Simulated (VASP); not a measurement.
VASP ran on this input.

### INCAR
```
# general
SYSTEM  = PbSe
PREC    = Accurate
ENCUT   = 520
LREAL   = .FALSE.
LASPH   = .TRUE.

# electronic loop
EDIFF   = 1E-6
NELM    = 100
ALGO    = Normal
LMAXMIX = 4

# smearing
ISMEAR  = 0
SIGMA   = 0.05

# functional
GGA     = PE

# output
LWAVE   = .FALSE.
LCHARG  = .TRUE.
```

POSCAR:
```
PbSe
1.0
  0.0000000000   3.1077866463   3.1077866463
  3.1077866463   0.0000000000   3.1077866463
  3.1077866463   3.1077866463   0.0000000000
Pb Se
1 1
Cartesian
  0.0000000000   0.0000000000   0.0000000000
  3.1077866463   3.1077866463   3.1077866463
```

KPOINTS:
```
Automatic mesh
0
Gamma
7 7 7
0 0 0
```

POTCAR, in this order: Pb_d Se (PBE.64 set). Program: vasp_std.

Translate this PBE calculation to Quantum ESPRESSO's pw.x.

One equivalent input (not run):
```
&CONTROL
  calculation = 'scf'
  pseudo_dir = './pseudo'
  outdir = './out'
  tprnfor = .true.
  tstress = .true.
/
&SYSTEM
  ibrav = 0
  nat = 2
  ntyp = 2
  ecutwfc = 86
  occupations = 'smearing'
  smearing = 'gaussian'
  degauss = 0.003675
  input_dft = 'pbe'
/
&ELECTRONS
  conv_thr = 7.3e-08
  electron_maxstep = 100
/
ATOMIC_SPECIES
  Pb 207.200 Pb.upf
  Se 78.971 Se.upf
CELL_PARAMETERS angstrom
     0.0000000    3.1077866    3.1077866
     3.1077866    0.0000000    3.1077866
     3.1077866    3.1077866    0.0000000
ATOMIC_POSITIONS crystal
  Pb   0.0000000  0.0000000  0.0000000
  Se   0.5000000  0.5000000  0.5000000
K_POINTS automatic
  7 7 7 0 0 0
```
The two are equivalent in intent, not identical: the potentials are each code's own (VASP's PAW set, PseudoDojo norm-conserving files in pw.x), so ENCUT and ecutwfc are chosen apart and not converted; conv_thr bounds pw.x's estimated SCF error, while EDIFF bounds the energy change between steps.

The compound is PbSe in the rock salt structure. It was relaxed first.
